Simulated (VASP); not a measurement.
Here is the system:

```
BP
1.0
    0.00000     2.24482     2.24482
    2.24482     0.00000     2.24482
    2.24482     2.24482     0.00000
B P
1 1
Direct
  0.00000   0.00000   0.00000
  0.25000   0.25000   0.25000
```

Level of theory: LDA (Ceperley-Alder, Perdew-Zunger), VASP's LDA PAW potentials (set 64) (plane waves; VASP 6.6.1). Run with 650 eV cut-off, 9×9×9 Γ-centred mesh, Gaussian smearing of 0.050 eV, potentials B P.

Problem. Give the elastic stiffness tensor with the ions relaxed (GPa, in the frame of the cell).

Solution. 
|  | xx | yy | zz | yz | xz | xy |
|---|---|---|---|---|---|---|
| xx | 359 | 84.2 | 84.2 | 0.0 | 0.0 | 0.0 |
| yy | 84.2 | 359 | 84.2 | 0.0 | 0.0 | 0.0 |
| zz | 84.2 | 84.2 | 359 | 0.0 | 0.0 | 0.0 |
| yz | 0.0 | 0.0 | 0.0 | 195 | 0.0 | 0.0 |
| xz | 0.0 | 0.0 | 0.0 | 0.0 | 195 | 0.0 |
| xy | 0.0 | 0.0 | 0.0 | 0.0 | 0.0 | 195 |

Problem. Estimate the Hill bulk modulus, Hill shear modulus, Young's modulus, Poisson's ratio.

Solution. 
```json
{
 "hill_bulk_modulus": "176 GPa",
 "hill_shear_modulus": "169 GPa",
 "Young's modulus": "384 GPa",
 "Poisson's ratio": "0.135"
}
```

The structure comes from a computed database's BP entry (F-43m); how it stands against other phases isn't given here. It was relaxed first.
